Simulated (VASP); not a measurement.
Output of a VASP run:

### OSZICAR
```
...
DAV:  11    -0.310253751722E+02    0.13361E-03   -0.65504E-04  3488   0.178E-01    0.612E-02
DAV:  12    -0.310253777607E+02   -0.25885E-05   -0.28166E-05  3248   0.551E-02    0.124E-02
DAV:  13    -0.310253758879E+02    0.18728E-05   -0.51780E-06  3064   0.239E-02    0.255E-03
DAV:  14    -0.310253759663E+02   -0.78368E-07   -0.70318E-07  1536   0.595E-03
   1 F= -.31025376E+02 E0= -.31025107E+02  d E =-.310254E+02
       N       E                     dE             d eps       ncg     rms          rms(c)
DAV:   1    -0.310493899831E+02   -0.24014E-01   -0.57296E-01  3072   0.700E+00    0.115E+00
DAV:   2    -0.310315681104E+02    0.17822E-01   -0.94345E-02  3200   0.325E+00    0.552E-01
DAV:   3    -0.310266419906E+02    0.49261E-02   -0.12957E-02  3280   0.115E+00    0.251E-01
DAV:   4    -0.310259193058E+02    0.72268E-03   -0.61661E-03  3232   0.582E-01    0.960E-02
DAV:   5    -0.310258969746E+02    0.22331E-04   -0.40325E-04  3104   0.149E-01    0.497E-02
DAV:   6    -0.310258933893E+02    0.35852E-05   -0.49557E-05  3448   0.578E-02    0.100E-02
DAV:   7    -0.310258938557E+02   -0.46639E-06   -0.49429E-06  2752   0.166E-02
   2 F= -.31025894E+02 E0= -.31025667E+02  d E =-.517889E-03
       N       E                     dE             d eps       ncg     rms          rms(c)
DAV:   1    -0.310289246938E+02   -0.30313E-02   -0.68070E-02  3072   0.242E+00    0.402E-01
DAV:   2    -0.310268613376E+02    0.20634E-02   -0.12028E-02  3208   0.116E+00    0.206E-01
DAV:   3    -0.310261779045E+02    0.68343E-03   -0.17302E-03  3272   0.423E-01    0.908E-02
DAV:   4    -0.310260955885E+02    0.82316E-04   -0.76010E-04  3152   0.197E-01    0.339E-02
DAV:   5    -0.310260901849E+02    0.54036E-05   -0.49291E-05  3088   0.508E-02    0.198E-02
DAV:   6    -0.310260875502E+02    0.26347E-05   -0.69192E-06  3336   0.230E-02    0.379E-03
DAV:   7    -0.310260874954E+02    0.54712E-07   -0.56232E-07  1536   0.589E-03
   3 F= -.31026087E+02 E0= -.31025846E+02  d E =-.711529E-03
       N       E                     dE             d eps       ncg     rms          rms(c)
DAV:   1    -0.310279970022E+02   -0.19095E-02   -0.45392E-02  3072   0.217E+00    0.366E-01
DAV:   2    -0.310265703711E+02    0.14266E-02   -0.81918E-03  3080   0.100E+00    0.165E-01
DAV:   3    -0.310261176024E+02    0.45277E-03   -0.11074E-03  3256   0.334E-01    0.874E-02
DAV:   4    -0.310260607447E+02    0.56858E-04   -0.54396E-04  3304   0.183E-01    0.297E-02
DAV:   5    -0.310260555676E+02    0.51771E-05   -0.42786E-05  3152   0.465E-02    0.148E-02
DAV:   6    -0.310260526345E+02    0.29332E-05   -0.64302E-06  3192   0.194E-02    0.240E-03
DAV:   7    -0.310260525832E+02    0.51277E-07   -0.39487E-07  1536   0.601E-03
   4 F= -.31026053E+02 E0= -.31025838E+02  d E =0.349123E-04
       N       E                     dE             d eps       ncg     rms          rms(c)
DAV:   1    -0.310267993870E+02   -0.74675E-03   -0.15965E-02  3072   0.129E+00    0.218E-01
DAV:   2    -0.310262867198E+02    0.51267E-03   -0.28521E-03  3080   0.590E-01    0.972E-02
DAV:   3    -0.310261353713E+02    0.15135E-03   -0.38725E-04  3256   0.197E-01    0.515E-02
DAV:   4    -0.310261168540E+02    0.18517E-04   -0.18757E-04  3280   0.109E-01    0.174E-02
DAV:   5    -0.310261162793E+02    0.57466E-06   -0.14226E-05  3144   0.271E-02    0.862E-03
DAV:   6    -0.310261169489E+02   -0.66964E-06   -0.19910E-06  2176   0.109E-02
   5 F= -.31026117E+02 E0= -.31025886E+02  d E =-.294535E-04
```

File OUTCAR:
```
------------------------ aborting loop because EDIFF is reached ----------------------------------------
  FORCE on cell =-STRESS in cart. coord.  units (eV):
  Direction    XX          YY          ZZ          XY          YZ          ZX
  --------------------------------------------------------------------------------------
  Total       -0.0080177     -0.0080177     -0.0075237      0.0000000     -0.0000000      0.0000000
  in kB       -0.3264827     -0.3264827     -0.3063671      0.0000000     -0.0000000      0.0000000
  external PRESSURE =      -0.3197775 kB  Pullay stress =       0.0000000 kB
  volume of cell :       39.35
      direct lattice vectors                 reciprocal lattice vectors
     2.992975862  0.000000000  0.000000000     0.334115625  0.192901756 -0.000000000
    -1.496487931  2.591992996 -0.000000000    -0.000000000  0.385803512  0.000000000
     0.000000000  0.000000000  5.071786020    -0.000000000  0.000000000  0.197169202
 POSITION                                       TOTAL-FORCE (eV/Angst)
 -----------------------------------------------------------------------------------
      0.00000      0.00000      0.00000        -0.000000      0.000000     -0.000000
      0.00000      0.00000      2.53589         0.000000      0.000000     -0.000000
     -0.00000      1.72800      1.26795         0.000000      0.000000      0.000000
      1.49649      0.86400      3.80384         0.000000     -0.000000     -0.000000
 -----------------------------------------------------------------------------------
    total drift:                                0.000000     -0.000000      0.000000
  FREE ENERGIE OF THE ION-ELECTRON SYSTEM (eV)
  ---------------------------------------------------
  free  energy   TOTEN  =       -31.0261169489 eV

  energy  without entropy=      -31.0254255038  energy(sigma->0) =      -31.02588647

 reached required accuracy - stopping structural energy minimisation
```
(Selected blocks of OUTCAR.)

POSCAR:
```
RhN
1
    2.9992072458    -0.0000000000    -0.0000000000
   -1.4996036229     2.5973895310    -0.0000000000
    0.0000000000     0.0000000000     5.0617736911
Rh N
2 2
Direct
  0.0000000000   0.0000000000   0.0000000000
  0.0000000000   0.0000000000   0.5000000000
  0.3333330000   0.6666670000   0.2500000000
  0.6666670000   0.3333330000   0.7500000000
```

### Question
Write an INCAR and KPOINTS that could have produced this output.

### Answer
This is not unique; one that fits is the input of the run itself, PBEsol GGA, plane waves, VASP's PBE PAW potentials (set 64).

File KPOINTS:
```
Automatic mesh
0
Gamma
11 11 6
0 0 0
```

INCAR:
```
! general
SYSTEM  = RhN
PREC    = Accurate
ENCUT   = 520
LREAL   = .FALSE.   ! projection in real space or not
LASPH   = .TRUE.   ! aspherical one-centre terms

! electronic loop
EDIFF   = 1E-6   ! SCF stop (eV)
NELM    = 100   ! most electronic steps
ALGO    = Normal
LMAXMIX = 4   ! l cut-off of mixed one-centre charges

! smearing
ISMEAR  = 1   ! Methfessel-Paxton
SIGMA   = 0.1   ! width (eV)

! functional
GGA     = PS   ! PBEsol

! ions
IBRION  = 2
NSW     = 60
ISIF    = 3   ! ions, shape and volume
EDIFFG  = -0.02

! output
LWAVE   = .FALSE.
LCHARG  = .FALSE.
```

POTCAR, in this order: Rh_pv N (PBE.64 set). Program: vasp_std.

The structure was generated: RhN was put into the NiAs type type (P6_3/mmc), which need not be its known phase. This run relaxes it. Symmetry was kept, so distortions that lower it aren't found. The start is the result of an earlier pass.
